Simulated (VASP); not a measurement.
Here is the system:

```xyz
3
Lattice="0.0000 2.5533 2.5533 2.5533 0.0000 2.5533 2.5533 2.5533 0.0000" Properties=species:S:1:pos:R:3 pbc="T T T"
Zr     0.0000     0.0000     0.0000
O      1.2766     1.2766     1.2766
O      3.8299     3.8299     3.8299
```

All values below come from TPSS meta-GGA, VASP's PBE PAW potentials (set 64) (plane waves; VASP 6.6.1). Settings: 520 eV cut-off, 8×8×8 Γ-centred mesh, Gaussian smearing of 0.050 eV, potentials Zr_sv O.

**Question.** Give the energy at these volumes per atom, relative to the lowest: 10.42, 10.75, 11.08, 11.42, 11.75 Å³.

**Answer.** 35.5, 8.7, 0.0, 6.7, 26.8 meV/atom. A third-order Birch-Murnaghan fit gives B0 = 247 GPa and B0′ = 4.2.

Measured: a 5.090 Å at 0 K (computed value off by +0.3 %), as given by Xinyuan Zhao et al., Physical review. B, Condensed matter (2002), arXiv:cond-mat/0108491 [extrapolated to 0 K from high-temperature diffraction of the cubic phase (5.27 Å at 2410 °C), as arXiv:1708.09424 says of the same reference; zero-point expansion not removed].

The compound is ZrO2 in the fluorite structure, the high-temperature cubic form, which is unstable at 0 K; the monoclinic form is the stable one. It was relaxed first.
